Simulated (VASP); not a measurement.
Input:

```
CELL_PARAMETERS angstrom
     -2.00625     2.00625     2.00625
      2.00625    -2.00625     2.00625
      2.00625     2.00625    -2.00625
ATOMIC_POSITIONS crystal
  Pm 0.00000 0.00000 0.00000
```

Computed with PBEsol GGA, VASP's PBE PAW potentials (set 64) (plane waves; VASP). Numerical set-up: 400 eV cut-off, Gaussian smearing of 0.050 eV, potentials Pm_3.

The 4f electrons are frozen in the core of the lanthanide potential, so 4f levels, which can set the real gap, and their magnetism are missing.

Q: Give the energies of bands 5 to 8 at the high-symmetry points, in eV from the Fermi level.

A: 
```csv
band,Γ,H,N,P
5,-4.22,-1.99,-2.15,0.19
6,1.56,-1.99,-0.20,0.19
7,1.56,6.31,2.32,0.19
8,1.56,6.31,3.99,4.94
```

It has no gap at this level: it comes out as a metal or semimetal.

The structure was generated: Pm was put into the bcc type (Im-3m), which need not be its known phase. It was relaxed first.
